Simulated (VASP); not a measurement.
A run of VASP 6.6.1:

The input INCAR:

```
PREC = Accurate ; ENCUT = 520
EDIFF = 1E-6 ; ISMEAR = 0
SIGMA = 0.05 ; LREAL = F
LASPH = T ; NELM = 100
ALGO = Fast ; ISIF = 2
LWAVE = F ; LCHARG = F
GGA = CA ; NBANDS = 16
```

The input KPOINTS:

```
regular mesh
0
Gamma
  10 10 10
```

POSCAR

```
CaC2
1.0
   -1.9342985994      1.9342985994      2.9619528993
    1.9342985994     -1.9342985994      2.9619528993
    1.9342985994      1.9342985994     -2.9619528993
Ca C
1 2
Direct
    0.0000000000      0.0000000000      0.0000000000
    0.5978927200      0.5978927200      0.0000000000
    0.4021072800      0.4021072800      0.0000000000
```

Potentials or basis: VASP PAW LDA potentials, release 64 (Ca_sv, C).

The run is started by

```bash
$ cat potpaw_LDA.64/Ca_sv/POTCAR potpaw_LDA.64/C/POTCAR > POTCAR
$ mpirun -np 1 vasp_std > vasp.out
```

Hardware: 1 thread of Intel(R) Xeon(R) Platinum 8488C (Sapphire Rapids), with other jobs on the host.

Problem. Estimate the wall time of this run.

Solution. Wall time 81 s on 1 thread of Intel(R) Xeon(R) Platinum 8488C (Sapphire Rapids), with other jobs on the host, peak memory 0.19 GiB. Counts: scf iterations 19, k points 102.
